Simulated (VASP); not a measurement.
These are PBEsol GGA, VASP's PBE PAW potentials (set 64) (plane waves; VASP 6.6.1) values and carry that method's errors.

VASP input:

KPOINTS:
```
Automatic mesh
0
Gamma
5 8 1
0 0 0
```

File POSCAR:
```
Tl(100) slab
1.0
  5.5729876616   0.0000000000   0.0000000000
  0.0000000000   3.4340440861   0.0000000000
  0.0000000000   0.0000000000  26.7833524351
Tl
8
direct
  0.2500000000   0.5000000000   0.3519490000
  0.7500000000   0.0000000000   0.3149370000
  0.2500000000   0.0000000000   0.4629870000
  0.7500000000   0.5000000000   0.4259750000
  0.2500000000   0.5000000000   0.5740250000
  0.7500000000   0.0000000000   0.5370130000
  0.2500000000   0.0000000000   0.6850630000
  0.7500000000   0.5000000000   0.6480510000
```

### INCAR
```
SYSTEM = Tl(100) slab
PREC = Normal
ENCUT = 400
EDIFF = 1E-5
NELM = 100
ALGO = Normal
LREAL = .FALSE.
LASPH = .TRUE.
ISMEAR = 1
SIGMA = 0.1
GGA = PS
LMAXMIX = 4
LWAVE = .TRUE.
LCHARG = .FALSE.
NELMIN = 4
LDIPOL = .TRUE.
IDIPOL = 3
DIPOL = 0.5 0.5 0.5
IBRION = 2
ISIF = 2
NSW = 50
EDIFFG = -0.03
```

POTCAR, in this order: Tl_d (PBE.64 set). Program: vasp_std.

Unless said otherwise, spin-orbit coupling is left out, though it shifts the bands of the heavy elements here.

Question: Predict the energy per atom (σ→0), band gap (on the k-mesh).

Answer: 
The energy per atom (σ→0) is -2.524 eV/atom and the band gap (on the k-mesh) is none (metal, semimetal or under 0.01 eV).

OSZICAR:
```
...
DAV:   4    -0.201931996246E+02   -0.40691E-07   -0.10697E-05  1188   0.185E-02
   7 F= -.20193200E+02 E0= -.20193471E+02  d E =-.144929E-02
       N       E                     dE             d eps       ncg     rms          rms(c)
DAV:   1    -0.201920313756E+02    0.11682E-02   -0.25702E+00  1860   0.554E+00    0.873E-02
DAV:   2    -0.201942947895E+02   -0.22634E-02   -0.22636E-02  2034   0.819E-01    0.250E-02
DAV:   3    -0.201943353554E+02   -0.40566E-04   -0.43668E-04  2220   0.917E-02    0.246E-02
DAV:   4    -0.201943357362E+02   -0.38081E-06   -0.10410E-05  1196   0.182E-02
   8 F= -.20194336E+02 E0= -.20194655E+02  d E =-.258540E-02
```

The cell is a thin slab with vacuum, built from Tl (hcp): (100) face.
